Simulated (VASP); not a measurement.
Level of theory: r2SCAN meta-GGA, VASP's PBE PAW potentials (set 64) (plane waves; VASP).

VASP input:

**POSCAR**
```
MgF2
1.0
  4.6031456144   0.0000000000   0.0000000000
  0.0000000000   4.6031456144   0.0000000000
  0.0000000000   0.0000000000   3.0354374712
Mg F
2 4
Direct
  1.0000000000   0.0000000000   0.0000000000
  0.5000000000   0.5000000000   0.5000000000
  0.3030487804   0.3030487804   0.0000000000
  0.8030487804   0.1969512196   0.5000000000
  0.1969512196   0.8030487804   0.5000000000
  0.6969512196   0.6969512196   0.0000000000
```

### KPOINTS_OPT
```
k-points along high-symmetry lines
6
Line-mode
Reciprocal
  0.000000   0.000000   0.000000 ! GAMMA
  0.000000   0.500000   0.000000 ! X

  0.000000   0.500000   0.000000 ! X
  0.500000   0.500000   0.000000 ! M

  0.500000   0.500000   0.000000 ! M
  0.000000   0.000000   0.000000 ! GAMMA

  0.000000   0.000000   0.000000 ! GAMMA
  0.000000   0.000000   0.500000 ! Z

  0.000000   0.000000   0.500000 ! Z
  0.000000   0.500000   0.500000 ! R

  0.000000   0.500000   0.500000 ! R
  0.500000   0.500000   0.500000 ! A

  0.500000   0.500000   0.500000 ! A
  0.000000   0.000000   0.500000 ! Z

  0.000000   0.500000   0.000000 ! X
  0.000000   0.500000   0.500000 ! R

  0.500000   0.500000   0.000000 ! M
  0.500000   0.500000   0.500000 ! A
```

KPOINTS:
```
Automatic mesh
0
Gamma
6 6 8
0 0 0
```

INCAR:
```
ALGO=Normal
EDIFF=1E-7
ENCUT=520
ISIF=2
ISMEAR=-5
LASPH=.True.
LCHARG=.False.
LEFG=.True.
LMIXTAU=.True.
LORBIT=11
LREAL=.False.
LWAVE=.False.
METAGGA=R2SCAN
NEDOS=601
NELM=100
PREC=Accurate
SYSTEM=MgF2
```

POTCAR, in this order: Mg F (PBE.64 set). Program: vasp_std.

Q: What will the output report for the number of irreducible k-points (NKPTS), largest plane-wave count, number of space-group operations, FFT grid (NGX, NGY, NGZ)?

A: 
```json
{
  "number of irreducible k-points (NKPTS)": "50",
  "largest_plane_wave_count": "1752",
  "number_of_space_group_operations": "16",
  "FFT grid (NGX, NGY, NGZ)": "36 × 36 × 24"
}
```

The compound is MgF2 in the rutile structure. It was relaxed first.
